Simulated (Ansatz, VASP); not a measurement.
## Sn: VASP beside Ansatz

Aim: how closely do two programs agree when they are given the same cell, functional and k mesh? The cell is taken from a series of runs on this material, whose earlier steps may have relaxed, scaled, displaced or heated it; both programs get it as it stands.

Calculated with Ansatz 0.2.0; plane waves, with VASP 6.6.1 beside it; PBE, spin-orbit coupling, LDA, spin-orbit coupling and PBEsol, spin-orbit coupling.

### Step 1. The structure

Symmetry: Fd-3m, No. 227, cubic system. Conventional cell: a = 6.467 Å, b = 6.467 Å, c = 6.467 Å, α = 90.00°, β = 90.00°, γ = 90.00°. Sn has 4 Sn at 2.80 Å nearest.

Coordinates:

```xyz
2
Lattice="0.0000 3.2333 3.2333 3.2333 0.0000 3.2333 3.2333 3.2333 0.0000" Properties=species:S:1:pos:R:3 pbc="T T T"
Sn    3.2333    3.2333    6.4667
Sn    1.6167    1.6167    1.6167
```

### Step 2. VASP: single point, PBE, spin-orbit coupling

With cell and atoms fixed, the geometry can't cause a difference; cores, projectors, grids and the points listed under the comparison can.

Lines of VASP's logs that name or quote its potential files are left out, and so is its time.

File INCAR:

```
SYSTEM = Sn
PREC = Accurate
ENCUT = 500
EDIFF = 1E-06
NELM = 200
ISMEAR = -1
SIGMA = 0.05
LREAL = .FALSE.
ALGO = Normal
GGA = PE
LNONCOLLINEAR = .TRUE.
MAGMOM = 0 0 0 0 0 0
NBANDS = 40
GGA_COMPAT = .FALSE.
LASPH = .TRUE.
LSORBIT = .TRUE.
LORBIT = 11
LWAVE = .FALSE.
LCHARG = .FALSE.
ISIF = 2
KPAR = 2
```

File POSCAR:

```
Sn
1.0
    0.0000000000      3.2333428000      3.2333428000
    3.2333428000      0.0000000000      3.2333428000
    3.2333428000      3.2333428000      0.0000000000
Sn
2
Direct
    1.0000000000      1.0000000000      0.0000000000
    0.2500000000      0.2500000000      0.2500000000
```

File KPOINTS:

```
Automatic mesh
0
Gamma
8 8 8
0 0 0
```

The projector-augmented-wave data sets are Sn_d (PBE family, release 64).

Started as:

```bash
$ mpirun -np 2 vasp_ncl
```

Numbers of over 12 decimals in the logs are rounded to 6 here.

The log of the run:

```text
[banner, memory and clock lines left out]
running    2 mpi-ranks, on    1 nodes
 distrk:  each k-point on    1 cores,    2 groups
 distr:  one band on    1 cores,    1 groups

 POSCAR found type information on POSCAR Sn
 POSCAR found :  1 types and       2 ions
 LDA part: xc-table for (Slater+PW92), standard interpolation
 POSCAR, INCAR and KPOINTS ok, starting setup
 FFT: planning ... GRIDC
 FFT: planning ... GRID_SOFT
 FFT: planning ... GRID
 WAVECAR not read
 entering main loop
       N       E                     dE             d eps       ncg     rms          rms(c)
DAV:   1     0.293319719570E+03    0.29332E+03   -0.13534E+04  2536   0.199E+03
DAV:   2     0.364286899943E+02   -0.25689E+03   -0.24884E+03  2320   0.579E+02
DAV:   3    -0.564127506869E+01   -0.42070E+02   -0.41697E+02  2672   0.189E+02
DAV:   4    -0.772829164834E+01   -0.20870E+01   -0.20851E+01  2656   0.479E+01
DAV:   5    -0.779746604388E+01   -0.69174E-01   -0.69172E-01  3312   0.854E+00    0.346E+00
DAV:   6    -0.775238249490E+01    0.45084E-01   -0.32685E-02  3144   0.221E+00    0.204E+00
DAV:   7    -0.773065467249E+01    0.21728E-01   -0.31957E-02  2576   0.184E+00    0.122E+00
DAV:   8    -0.773169880857E+01   -0.10441E-02   -0.53340E-03  3168   0.566E-01    0.128E-01
DAV:   9    -0.773283507740E+01   -0.11363E-02   -0.11535E-03  2536   0.359E-01    0.291E-02
DAV:  10    -0.773300878047E+01   -0.17370E-03   -0.17706E-04  2560   0.106E-01    0.126E-02
DAV:  11    -0.773302978458E+01   -0.21004E-04   -0.35952E-05  2560   0.458E-02    0.581E-03
DAV:  12    -0.773303114932E+01   -0.13647E-05   -0.23677E-06  2224   0.113E-02    0.368E-03
DAV:  13    -0.773303190999E+01   -0.76067E-06   -0.32960E-07  1808   0.525E-03
   1 F= -.77330319E+01 E0= -.77318431E+01  d E =-.237765E-02  mag=     0.0000     0.0000     0.0000
```

Parts of OUTCAR (step 2):

```text
ion  position               nearest neighbor table
   1  0.000  0.000  0.000-   2 2.80   2 2.80   2 2.80   2 2.80
   2  0.250  0.250  0.250-   1 2.80   1 2.80   1 2.80   1 2.80

  LATTYP: Found a face centered cubic cell.
 ALAT       =     6.4666856000

 Subroutine GETGRP returns: Found 48 space group operations
 (whereof 24 operations were pure point group operations)

The static configuration has the point symmetry T_d .
 The point group associated with its full space group is O_h .

 Found     29 irreducible k-points:

   k-points           NKPTS =     29   k-points in BZ     NKDIM =     29   number of bands    NBANDS=     40

   dimension x,y,z NGX =    36 NGY =   36 NGZ =   36
   dimension x,y,z NGXF=    72 NGYF=   72 NGZF=   72

   ENCUT  =  500.0 eV  36.75 Ry    6.06 a.u.   8.34  8.34  8.34*2*pi/ulx,y,z

   NELECT =      28.0000    total number of electrons

 k-points in reciprocal lattice and weights: Automatic mesh
   0.00000000  0.00000000  0.00000000       0.002
   0.12500000  0.00000000  0.00000000       0.016
   0.25000000  0.00000000  0.00000000       0.016
   0.37500000  0.00000000  0.00000000       0.016
   0.50000000  0.00000000  0.00000000       0.008
   0.12500000  0.12500000  0.00000000       0.012
   0.25000000  0.12500000  0.00000000       0.047
   0.37500000  0.12500000  0.00000000       0.047
   0.50000000  0.12500000  0.00000000       0.047
[...]
-0.37500000  0.50000000  0.12500000       0.023
  -0.25000000  0.50000000  0.25000000       0.012

 average (electrostatic) potential at core
       1-101.3456       2-101.3456

 E-fermi :   5.7891

 k-point     1 :       0.0000    0.0000    0.0000
  band No.  band energies     occupation
    ...
     22      -4.9174      1.00000
     23       5.1973      0.99999
     24       5.1973      0.99999
     25       5.3938      0.99963
     26       5.3938      0.99963
     27       6.0586      0.00454
     28       6.0586      0.00454
     29       6.0586      0.00454
     30       6.0586      0.00454
     31       7.6036      0.00000
    ...

 k-point     2 :       0.1250    0.0000    0.0000
  band No.  band energies     occupation
    ...
     24       3.5925      1.00000
     25       5.3177      0.99992
     26       5.3177      0.99992
     27       5.7617      0.63348
     28       5.7617      0.63348
     29       6.3760      0.00001
     30       6.3760      0.00001
     31       8.1345      0.00000
     32       8.1345      0.00000
     33       8.4410      0.00000
    ...

 k-point     3 :       0.2500    0.0000    0.0000
  band No.  band energies     occupation
    ...
     24       1.7120      1.00000
     25       4.8544      1.00000
     26       4.8544      1.00000
     27       5.2816      0.99996
     28       5.2816      0.99996
     29       6.1284      0.00113
     30       6.1284      0.00113
     31       8.6773      0.00000
     32       8.6773      0.00000
     33       8.9669      0.00000
    ...

  Total        1.5972259      1.5972259      1.5972259     -0.0000000      0.0000000      0.0000000
  in kB       37.8522489     37.8522489     37.8522489     -0.0000000      0.0000000      0.0000000
  external PRESSURE =      37.8522489 kB  Pullay stress =       0.0000000 kB

  energy-cutoff  :      500.00
  volume of cell :       67.61
      direct lattice vectors                 reciprocal lattice vectors
     0.000000000  3.233342800  3.233342800    -0.154638723  0.154638723  0.154638723
     3.233342800  0.000000000  3.233342800     0.154638723 -0.154638723  0.154638723
     3.233342800  3.233342800  0.000000000     0.154638723  0.154638723 -0.154638723

 POSITION                                       TOTAL-FORCE (eV/Angst)
 -----------------------------------------------------------------------------------
      0.00000      0.00000      0.00000         0.000000     -0.000000      0.000000
      1.61667      1.61667      1.61667         0.000000      0.000000     -0.000000
 -----------------------------------------------------------------------------------
    total drift:                                0.000000      0.000000      0.000000

  FREE ENERGIE OF THE ION-ELECTRON SYSTEM (eV)
  ---------------------------------------------------
  free  energy   TOTEN  =        -7.7330319100 eV

  energy  without entropy=       -7.7306542582  energy(sigma->0) =       -7.73184308

 Spin-Orbit-Coupling matrix elements
 Ion:    1  E_soc:     -0.1150148
 Ion:    2  E_soc:     -0.1150148

 total charge
# of ion       s       p       d       tot
------------------------------------------
    1        1.163   1.230   9.970  12.363
    2        1.163   1.230   9.970  12.363
--------------------------------------------------
tot          2.327   2.459  19.941  24.727

 magnetization (x)
# of ion       s       p       d       tot
------------------------------------------
    1        0.000   0.000   0.000   0.000
    2        0.000   0.000   0.000   0.000
--------------------------------------------------
tot          0.000   0.000   0.000   0.000

 magnetization (y)
# of ion       s       p       d       tot
------------------------------------------
    1        0.000   0.000   0.000   0.000
    2        0.000   0.000  -0.000   0.000
--------------------------------------------------
tot          0.000   0.000  -0.000   0.000

 magnetization (z)
# of ion       s       p       d       tot
------------------------------------------
    1       -0.000   0.000   0.000   0.000
    2        0.000   0.000   0.000   0.000
--------------------------------------------------
tot         -0.000   0.000   0.000   0.000

[... 3 further parts left out ...]
```

The k-mesh is coarse for a metal.

The run ends at a pressure of 3.79 GPa.

### Step 3. Ansatz: single point, PBE, spin-orbit coupling

Ansatz runs on its fully relativistic PAW (standard-fr) files.

The same cell, functional, mesh and smearing now go to Ansatz, which takes its cutoff from its data sets.

File input.yaml:

```yaml
crystal:
  lattice:
    - [0.0, 3.2333428, 3.2333428]
    - [3.2333428, 0.0, 3.2333428]
    - [3.2333428, 3.2333428, 0.0]
  atoms:
    - { symbol: Sn, position: [0.0, 0.0, 0.0] }
    - { symbol: Sn, position: [0.25, 0.25, 0.25] }
kpoints:
  mp_grid: { grid: [8, 8, 8] }
  band_path:
    path:
      - [[0.0, 0.0, 0.0], [0.5, 0.0, 0.5], [0.625, 0.25, 0.625]]
      - [[0.375, 0.375, 0.75], [0.0, 0.0, 0.0]]
    npoints: 8
scf:
  occupations: { method: fermi_dirac, width: 0.05 }
  n_extra_bands: 12
hamiltonian:
  xc: pbe
  pseudopotentials: { kind: paw_fr }
output:
  forces: true
  stress: true
  fatbands: true
magnetization:
  noncollinear: true
  spin_orbit: true
```

Started as:

```bash
$ ansatz run input.yaml --threads 4 --pin off --max-ram 8192MiB --backend cpu --events-out ev --progress --plain --runs-dir out
```

The log of the run:

```text
scf.n_extra_bands = 12 over 28 filled bands (N_el = 28.0): the run solves 40 bands
Engine: ansatz 0.2.0, x86_64-unknown-linux-gnu
Pseudopotentials: kind: paw_fr
Pseudopotential: Sn, paw_fr, valence charge 14, recommended cutoff 420 eV (normal), Sn.paw.azcp#standard-fr
Functional definition: PBE
  parameter kappa = 0.804
  parameter beta = 0.066725
  exchange = pbe_x(kappa = kappa, mu = beta*pi^2/3)
  correlation = pbe_c(beta = beta)
non-collinear run that drives no moment, with spin-orbit: no starting moment large enough to seed its density (crystal.atoms[].spin), no starting occupations that ask for one, no magnetisation constraint and no magnetic field, so the semilocal B_xc is pinned to zero
Crystal: 2 atoms, lattice volume = 67.606 Å³
Basis set: ecut = 420 eV, 1363 PW (Γ), exchange–correlation on 64×64×64 points (8 copies of the dense FFT grid, shifted against one another)
Bands: 40, of which v1, the nominal top of the filled ones, is band 28 counted from 1 (27 counted from 0)
Symmetry: 48 space group operations + 48 with time reversal
Magnetic group: BNS 227.129 (UNI 1631), of the structure as read, at distance tolerance 4.1e-5 Å
k-points: 29 of 512
Projection manifold: j_resolved (fully-relativistic pseudo-atomic orbitals)
Non-local potential: Sn, projectors of the file, l = 0: 2, l = 1: 4, l = 2: 4, l = 3: 4
PAW form: soft (Blöchl's): semilocal exchange-correlation on the pseudo side does not see the compensation charge
PAW one-centre angular grid: Sn, 590 points (default); XC on 64 Gauss nodes
Initial density: superposition of atomic densities (chi_scale 0.1, normalization cell)
Initial wavefunctions: pseudopotential atomic-orbital guess
Functional: x = pbe(κ = 0.804, μ = 0.219515), c = pbe(β = 0.066725)
SCF iter   1: F=—  HF=-12052.684683 eV  |F-HF|=—  |Δ(HF+E_count)|=         —  Δρ=2.24e-2  dr2=3.29e-1  dr2_m=0.00e0 (ungated)  ethr=3.10e-3  |M|=0.00e0 ∫|m|=0.00e0 μB  |m|>n=0.0e0 m-floor=0.0e0 τ_xc=0.0e0  β_m=0.30  ⟨swp⟩=8.6  Hψ=3247  notcnv=0  defer=42
preconditioner: auto → Kerker (q_TF=auto, 2.356 Å⁻¹)  [metal: Δε(μ)=0.098 eV  Ē_g=21.491 eV  σ=0.050 eV  W_gap=0.42  n_scr=14 (ndim 8)  ℏωp=23.9 eV  f_vac=0.004  D(μ)=0.31/eV (n_scr^D=0)]
spin=Noncollinear: Kerker preconditioning applied to the charge; magnetization (m_x, m_y, m_z) channels mix plain (no charge-response kernel on spin).
SCF iter   2: F=—  HF=-12052.675792 eV  |F-HF|=—  |Δ(HF+E_count)|=   8.89e-3  Δρ=1.80e-2  dr2=2.31e-1  dr2_m=0.00e0 (ungated)  ethr=1.18e-3  |M|=0.00e0 ∫|m|=0.00e0 μB  |m|>n=0.0e0 m-floor=0.0e0 τ_xc=0.0e0  β_m=0.65  ⟨swp⟩=1.1  Hψ=699  notcnv=0  defer=72
SCF iter   3: F=—  HF=-12052.656175 eV  |F-HF|=—  |Δ(HF+E_count)|=   1.96e-2  Δρ=3.61e-3  dr2=2.05e-2  dr2_m=0.00e0 (ungated)  ethr=8.25e-4  |M|=0.00e0 ∫|m|=0.00e0 μB  |m|>n=0.0e0 m-floor=0.0e0 τ_xc=0.0e0  β_m=0.82  ⟨swp⟩=3.0  Hψ=1016  notcnv=0  defer=88
SCF iter   4: F=—  HF=-12052.656805 eV  |F-HF|=—  |Δ(HF+E_count)|=   6.30e-4  Δρ=2.29e-3  dr2=4.15e-3  dr2_m=0.00e0 (ungated)  ethr=7.33e-5  |M|=0.00e0 ∫|m|=0.00e0 μB  |m|>n=0.0e0 m-floor=0.0e0 τ_xc=0.0e0  β_m=0.81  ⟨swp⟩=2.0  Hψ=1033  notcnv=0  defer=122
SCF iter   5: F=—  HF=-12052.656984 eV  |F-HF|=—  |Δ(HF+E_count)|=   1.79e-4  Δρ=9.62e-4  dr2=1.12e-3  dr2_m=0.00e0 (ungated)  ethr=1.48e-5  |M|=0.00e0 ∫|m|=0.00e0 μB  |m|>n=0.0e0 m-floor=0.0e0 τ_xc=0.0e0  β_m=0.90  ⟨swp⟩=2.0  Hψ=864  notcnv=0  defer=122
SCF iter   6: F=—  HF=-12052.658220 eV  |F-HF|=—  |Δ(HF+E_count)|=   1.24e-3  Δρ=1.66e-4  dr2=1.72e-5  dr2_m=0.00e0 (ungated)  ethr=3.99e-6  |M|=0.00e0 ∫|m|=0.00e0 μB  |m|>n=0.0e0 m-floor=0.0e0 τ_xc=0.0e0  β_m=0.95  ⟨swp⟩=2.0  Hψ=703  notcnv=0  defer=122
SCF iter   7: F=—  HF=-12052.658297 eV  |F-HF|=—  |Δ(HF+E_count)|=   7.60e-5  Δρ=3.04e-5  dr2=4.81e-7  dr2_m=0.00e0 (ungated)  ethr=6.13e-8  |M|=0.00e0 ∫|m|=0.00e0 μB  |m|>n=0.0e0 m-floor=0.0e0 τ_xc=0.0e0  β_m=0.98  ⟨swp⟩=2.0  Hψ=637  notcnv=0  defer=122
SCF iter   8: F=-12052.658299 eV  HF=-12052.658299 eV  |F-HF|=7.70e-8  |Δ(HF+E_count)|=   2.88e-6  Δρ=5.23e-6  dr2=1.44e-8  dr2_m=0.00e0 (ungated)  ethr=3.57e-10  |M|=0.00e0 ∫|m|=0.00e0 μB  |m|>n=0.0e0 m-floor=0.0e0 τ_xc=0.0e0  ⟨swp⟩=12.0  Hψ=2899  notcnv=0
SCF 1 converged in 8 iterations: F = -12052.658299 eV  dr2 = 1.44e-8
  greatest PAW one-centre occupation: 0.990 electrons in one spin orbital (limit 2), on the Sn atom at site 1 (counted from 0), in its partial waves of l = 2
NSCF: frozen V_eff on 26 k-points
SCF converged after 8 iterations
Magnetization: |M| = 0.0000 μB,  M = (+0.0000, +0.0000, +0.0000) μB
Absolute magnetization: 0.0000 μB (∫|m|)
  site 0: m = (+0.0000, +0.0000, +0.0000) μB, |m| = 0.0000 μB  (R = 1.16 Å)
  site 1: m = (+0.0000, +0.0000, +0.0000) μB, |m| = 0.0000 μB  (R = 1.16 Å)
Free energy (F): -12052.658299 eV
Harris-Foulkes:  -12052.658299 eV  (|F-HF|=7.70e-8)
Internal energy: -12052.655936 eV  (E = F + TS)
E sigma→0 (E₀):  -12052.657118 eV
Entropy (-TS):   -0.002363 eV (-1.182 meV/atom)
Fermi energy:    8.001761 eV
--- Per-component energies (eV) ---
  E_band       = -244.360857
  E_kinetic    = 375.609139
  E_local      = -2288.271616  (includes V_loc(G=0)·N_el)
  E_nonlocal   = -63.454211
  E_hartree    = 1319.790494
  E_xc         = -764.877504
  E_vxc        = -191.569559  (∫ρ·V_xc dr)
  E_paw        = -8280.429560  (= ΣΔE_a)
  E_vpaw       = -716.251908  (= ΣTr[D̂ρ^β])
  E_aug_tail   = -0.000001  (compensation charges beyond the density's cutoff)
  E_ewald      = -2351.022677
  E_smearing   = -0.002363  (= −TS)
  E_closure    = -0.000000  (closes the sum)
  Σ components = -12052.658299   (vs F -12052.658299, Δ=0.00e0)
--- Forces (eV/Å), atoms counted from 1 ---
  atom   1  Sn     0.00000000     0.00000000     0.00000000
  atom   2  Sn     0.00000000    -0.00000000    -0.00000000
  max |Σ_I F_I| component: 1.65e-17 eV/Å
--- Stress (GPa, compression-positive) ---
        3.796017       0.000000       0.000000
        0.000000       3.796017       0.000000
        0.000000      -0.000000       3.796017
  P = ⅓ Tr σ = 3.7960 GPa (37.960 kbar)
--- Band table (eV; the first three rows and the last of 29) ---
  k-point 0: bands = [... 24 lower, 7.5869, 7.5869, 8.2701, 8.2701, 8.2701, 8.2701, 9.8025, 9.8025, ... 8 higher]
  k-point 1: bands = [... 24 lower, 7.5170, 7.5170, 7.9733, 7.9733, 8.5874, 8.5874, 10.3379, 10.3379, ... 8 higher]
  k-point 2: bands = [... 24 lower, 7.0539, 7.0539, 7.4933, 7.4933, 8.3412, 8.3412, 10.8805, 10.8805, ... 8 higher]
  k-point 28: bands = [... 24 lower, 4.7801, 4.7801, 4.9589, 4.9589, 11.2434, 11.2434, 11.5588, 11.5588, ... 8 higher]
```

The column dr2 measures how far the density is from self-consistency, as an energy; F and HF (Harris–Foulkes) agree once it is small.

### Step 4. Side by side

Known differences besides the potentials themselves: spin-orbit coupling enters by fully relativistic files in Ansatz and inside the spheres in VASP; the cutoff is 420 eV in Ansatz and 500 eV in VASP. Total energies have different zeros and are not compared.

Compared:

| quantity | Ansatz | VASP | difference |
| --- | --- | --- | --- |
| pressure (GPa) | 3.80 | 3.79 | +0.01 |

### Step 5. VASP: single point, LDA, spin-orbit coupling

With cell and atoms fixed, the geometry can't cause a difference; cores, projectors, grids and the points listed under the comparison can.

Edit INCAR of step 2 so:

```diff
@@ -9,3 +9,3 @@
 ALGO = Normal
-GGA = PE
+GGA = PW92
 LNONCOLLINEAR = .TRUE.
```

POSCAR is that of step 2.

File KPOINTS:

```
Automatic mesh
0
Gamma
12 12 12
0 0 0
```

PAW data sets: Sn_d (LDA family, release 64).

Started as:

```bash
$ mpirun -np 2 vasp_ncl
```

The log of the run:

```text
[banner, memory and clock lines left out]
running    2 mpi-ranks, on    1 nodes
[...]
|                                                                             |
|               ----> ADVICE to this user running VASP <----                  |
|                                                                             |
|     You enforced a specific xc type in the INCAR file but a different       |
|     [... a line on the potential file left out ...]
|     I HOPE YOU KNOW WHAT YOU ARE DOING!                                     |
|                                                                             |

 LDA part: xc-table for (Slater(with rela. corr.)+PW92), standard interpolation
 POSCAR, INCAR and KPOINTS ok, starting setup
[...]
entering main loop
       N       E                     dE             d eps       ncg     rms          rms(c)
DAV:   1     0.291248154855E+03    0.29125E+03   -0.13502E+04  6192   0.201E+03
DAV:   2     0.349887625639E+02   -0.25626E+03   -0.24926E+03  5760   0.570E+02
DAV:   3    -0.700196745176E+01   -0.41991E+02   -0.41533E+02  6544   0.189E+02
DAV:   4    -0.911222651842E+01   -0.21103E+01   -0.21071E+01  6728   0.483E+01
[...]
DAV:  10    -0.905412345668E+01   -0.20521E-04   -0.30161E-05  7040   0.716E-02    0.114E-02
DAV:  11    -0.905412704428E+01   -0.35876E-05   -0.47096E-06  6496   0.222E-02    0.593E-03
DAV:  12    -0.905412719024E+01   -0.14595E-06   -0.25024E-07  4640   0.520E-03
   1 F= -.90541272E+01 E0= -.90535398E+01  d E =-.117471E-02  mag=    -0.0000     0.0000    -0.0000
```

Parts of OUTCAR (step 5):

```text
  Total        0.0872843      0.0872843      0.0872843     -0.0000000      0.0000000      0.0000000
  in kB        2.0685292      2.0685292      2.0685292     -0.0000000      0.0000000      0.0000000
  external PRESSURE =       2.0685292 kB  Pullay stress =       0.0000000 kB

 POSITION                                       TOTAL-FORCE (eV/Angst)
 -----------------------------------------------------------------------------------
      0.00000      0.00000      0.00000        -0.000000      0.000000      0.000000
      1.61667      1.61667      1.61667         0.000000     -0.000000     -0.000000
 -----------------------------------------------------------------------------------
    total drift:                                0.000000      0.000000      0.000000

  FREE ENERGIE OF THE ION-ELECTRON SYSTEM (eV)
  ---------------------------------------------------
  free  energy   TOTEN  =        -9.0541271902 eV

  energy  without entropy=       -9.0529524795  energy(sigma->0) =       -9.05353983

 magnetization (x)
# of ion       s       p       d       tot
------------------------------------------
    1       -0.000  -0.000   0.000  -0.000
    2       -0.000   0.000   0.000   0.000
--------------------------------------------------
tot         -0.000   0.000   0.000   0.000

 magnetization (y)
# of ion       s       p       d       tot
------------------------------------------
    1        0.000   0.000  -0.000   0.000
    2        0.000   0.000  -0.000   0.000
--------------------------------------------------
tot          0.000   0.000  -0.000   0.000

 magnetization (z)
# of ion       s       p       d       tot
------------------------------------------
    1       -0.000  -0.000  -0.000  -0.000
    2       -0.000   0.000  -0.000  -0.000
--------------------------------------------------
tot         -0.000  -0.000  -0.000  -0.000

[... 1 part as in an earlier step ...]

[... 2 further parts left out ...]
[key lines of the parts left out:]
E-fermi :   5.5081
```

The run ends at a pressure of 0.21 GPa.

[end of part 1 of 2]

[Lines on the potential files, build, host, timing and source positions are cut from VASP's logs without a mark.]

[Logs are printed without paths, hosts, clocks, repeated set-up lines and the standing remarks that a program may print on its own settings, such as how far it seeks lower states.]

[Hosts, paths, dates, database ids (printed as entryN), source tags and the programs' standing remarks are cut or masked in the printed files.]
